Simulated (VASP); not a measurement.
Level of theory: PBE GGA with D3 dispersion (Becke-Johnson damping), VASP's PBE PAW potentials (set 64) (plane waves; VASP).

Input for VASP

INCAR:
```
SYSTEM = CuI
PREC = Accurate; ENCUT = 520; LREAL = F
LASPH = T
EDIFF = 1E-7; NELM = 100; ALGO = Normal
LMAXMIX = 4
ISMEAR = 0; SIGMA = 0.05
GGA = PE; IVDW = 12
ISIF = 2
LWAVE = F; LCHARG = F
```

POSCAR:
```
CuI
6.0334350
  0.0000000000   0.4999999664   0.4999999664
  0.4999999664   0.0000000000   0.4999999664
  0.4999999664   0.4999999664   0.0000000000
Cu I
1 1
Cartesian
  0.0000000000   0.0000000000   0.0000000000
  0.2499999832   0.2499999832   0.2499999832
```

File KPOINTS:
```
Automatic mesh
0
Gamma
8 8 8
0 0 0
```

POTCAR, in this order: Cu I (PBE.64 set). Program: vasp_std.

Question: What will the output report for the number of irreducible k-points (NKPTS), largest plane-wave count, number of space-group operations, FFT grid (NGX, NGY, NGZ)?

Answer: 
| Property | Value |
|---|---|
| number of irreducible k-points (NKPTS) | 29 |
| largest plane-wave count | 1490 |
| number of space-group operations | 24 |
| FFT grid (NGX, NGY, NGZ) | 32 × 32 × 32 |

The compound is CuI in the zinc blende structure. This cell is one point of a volume scan, at 1.03 of the reference volume.
